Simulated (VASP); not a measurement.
Input:

```
CELL_PARAMETERS angstrom
      3.14852     0.00000     0.00000
     -1.57426     2.72670     0.00000
      0.00000     0.00000    15.44964
ATOMIC_POSITIONS crystal
  Al 0.00000 0.00000 0.00000
  Al 0.00000 0.00000 0.50000
  Al 0.66667 0.33333 0.83325
  Al 0.33333 0.66667 0.33325
  Al 0.66667 0.33333 0.16650
  Al 0.33333 0.66667 0.66650
  N  0.00000 0.00000 0.87460
  N  0.00000 0.00000 0.37460
  N  0.66667 0.33333 0.70785
  N  0.33333 0.66667 0.20785
  N  0.66667 0.33333 0.04150
  N  0.33333 0.66667 0.54150
```

The numbers are results of LDA (Ceperley-Alder, Perdew-Zunger), VASP's LDA PAW potentials (set 64) (plane waves; VASP), not measurements. Settings: 400 eV cut-off, 10×10×2 Γ-centred mesh, first-order Methfessel-Paxton smearing of 0.27 eV, potentials Al N.

At this cut-off the stress carries a Pulay error, which pulls relaxed volumes low.

### Question
Give the stress tensor in GPa (positive for a compressed cell).

### Answer

```
-16.25    0.00    0.00
  0.00  -16.25    0.00
  0.00    0.00  -18.07
```
The pressure is its mean diagonal, -16.85 GPa.

The structure was generated: AlN was put into an ordered model structure, which need not be its known phase. The cell was not relaxed at this level.
